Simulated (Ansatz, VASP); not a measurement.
# LiBeF3: VASP beside Ansatz

```xyz
5
Lattice="2.7678 0.0000 0.0000 0.0000 2.6143 4.0831 0.0000 -2.6143 4.0831" Properties=species:S:1:pos:R:3 pbc="T T T"
Li    1.3839    0.0000    5.6665
Be    0.0000    0.0000    0.4471
F     0.0000    1.3183    5.3329
F     0.0000   -1.3183    5.3329
F     1.3839    0.0000    7.7135
```

Change from the starting cell: the structure that the rattled cell fell into.

Alike in both runs: functional PBE; k mesh 8 × 6 × 6; occupations gaussian, width 0.02 eV; no spin polarisation.

Ansatz relaxed the structure, and its values are those at the end. VASP's run is a single point on that final structure, the one shown.

```csv
,VASP,Ansatz
version,VASP 6.6.1,Ansatz 0.2.0
potentials or method,"VASP PAW PBE potentials, release 64 (Li_sv, Be, F)","scalar-relativistic, plane waves, PAW"
plane-wave cutoff (eV),520,420
valence electrons in the cell,26,26
```

|  | VASP | Ansatz | Ansatz less VASP |
| --- | --- | --- | --- |
| gap on the k mesh at the Fermi level (eV) | 7.52 | 7.53 | +0.015 |
| least direct gap on the mesh (eV) | 7.56 | 7.57 | +0.013 |
| rms of the force components (eV/Å) | 0.018 | 0.002 | -0.0167 |

 A k mesh can miss the band edges.
